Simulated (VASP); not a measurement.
A convergence study with VASP on Ta (space group Im-3m): one setting is varied, all else stays as given below, so the limit is that of these other settings.

```
Ta
1.0
   -1.65825     1.65825     1.65825
    1.65825    -1.65825     1.65825
    1.65825     1.65825    -1.65825
Ta
1
Direct
  0.00000   0.00000   0.00000
```

Level of theory: PBE GGA, VASP's PBE PAW potentials (set 64) (plane waves; VASP). The tightest run used: 720 eV cut-off, 14×14×14 Γ-centred mesh, Gaussian smearing of 0.10 eV, potentials Ta_pv.

Question: The settings run are ENCUT = 105; ENCUT = 120; ENCUT = 135; ENCUT = 150; ENCUT = 165; ENCUT = 180; ENCUT = 210; ENCUT = 240; ENCUT = 270; ENCUT = 330; ENCUT = 360; ENCUT = 405; ENCUT = 450; ENCUT = 525; ENCUT = 600; ENCUT = 720. From which on does the stress (every component) stay within 0.5 GPa of the tightest run?

Answer: From ENCUT = 330 on: it is off by 0.38 there and by no more than 0.5 in any finer run, while ENCUT = 270 is off by 0.70.
| setting | E (eV/atom) | pressure (GPa) | plane waves | difference judged (GPa) |
|---|---|---|---|---|
| ENCUT = 105 | -10.7930 | -396.27 | 50 | 396.84 |
| ENCUT = 120 | -12.0354 | -204.63 | 60 | 205.20 |
| ENCUT = 135 | -12.0968 | -108.80 | 70 | 109.37 |
| ENCUT = 150 | -11.8580 | -57.63 | 83 | 58.20 |
| ENCUT = 165 | -11.8363 | -28.05 | 96 | 28.62 |
| ENCUT = 180 | -11.8395 | -12.46 | 116 | 13.03 |
| ENCUT = 210 | -11.8195 | -1.61 | 140 | 2.18 |
| ENCUT = 240 | -11.8119 | -0.09 | 164 | 0.66 |
| ENCUT = 270 | -11.8119 | -0.13 | 194 | 0.70 |
| ENCUT = 330 | -11.8170 | 0.19 | 256 | 0.38 |
| ENCUT = 360 | -11.8184 | 0.39 | 321 | 0.18 |
| ENCUT = 405 | -11.8190 | 0.50 | 370 | 0.07 |
| ENCUT = 450 | -11.8191 | 0.52 | 410 | 0.05 |
| ENCUT = 525 | -11.8194 | 0.53 | 531 | 0.03 |
| ENCUT = 600 | -11.8197 | 0.56 | 623 | 0.01 |
| ENCUT = 720 | -11.8197 | 0.57 | 815 | 0.00 |

Left out are rungs that failed or repeat a setting and relaxations that didn't move; long series are thinned to 24 rows.

The structure is a typed Ta crystal (space group no. 229). The cell was not relaxed at this level.
